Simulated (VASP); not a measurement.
An input for Quantum ESPRESSO's pw.x (written as the equivalent of a VASP run, and not itself run):

```
&CONTROL
  calculation = 'scf'
  pseudo_dir = './pseudo'
  outdir = './out'
  tprnfor = .true.
  tstress = .true.
/
&SYSTEM
  ibrav = 0
  nat = 2
  ntyp = 2
  ecutwfc = 84
  occupations = 'smearing'
  smearing = 'methfessel-paxton'
  degauss = 0.00735
  input_dft = 'pbesol'
/
&ELECTRONS
  conv_thr = 7.3e-09
  electron_maxstep = 100
/
ATOMIC_SPECIES
  Ti 47.867 Ti.upf
  C 12.011 C.upf
CELL_PARAMETERS angstrom
     0.0000000    2.1475314    2.1475314
     2.1153184    0.0000000    2.1475314
     2.1153184    2.1475314    0.0000000
ATOMIC_POSITIONS crystal
  Ti   0.0000000  0.0000000  0.0000000
  C    0.5000000  0.5000000  0.5000000
K_POINTS automatic
  14 14 14 0 0 0
```

Problem. Translate this input to VASP (INCAR, KPOINTS, POSCAR, choice of POTCAR).

Solution. Several could match; the one computed here: 
File POSCAR:
```
TiC
1
    0.0000000000     2.1475313647     2.1475313647
    2.1153183942     0.0000000000     2.1475313647
    2.1153183942     2.1475313647     0.0000000000
Ti C
1 1
Direct
  0.0000000000   0.0000000000   0.0000000000
  0.5000000000   0.5000000000   0.5000000000
```

INCAR:
```
SYSTEM = TiC
PREC = Accurate; ENCUT = 600; LREAL = .FALSE.
LASPH = .TRUE.
EDIFF = 1E-7; NELM = 100; ALGO = Normal
LMAXMIX = 4
ISMEAR = 1; SIGMA = 0.1
GGA = PS
ISIF = 2
LWAVE = .FALSE.; LCHARG = .FALSE.
```

File KPOINTS:
```
Automatic mesh
0
gamma
 14 14 14
```

POTCAR, in this order: Ti_sv C (PBE.64 set). Program: vasp_std.

What does not carry over: the potentials are each code's own (VASP's PAW set, PseudoDojo norm-conserving files in pw.x), so ENCUT and ecutwfc are chosen apart and not converted; conv_thr bounds pw.x's estimated SCF error, while EDIFF bounds the energy change between steps.

The compound is TiC in the rock salt structure. This cell was strained or had an atom moved on purpose.
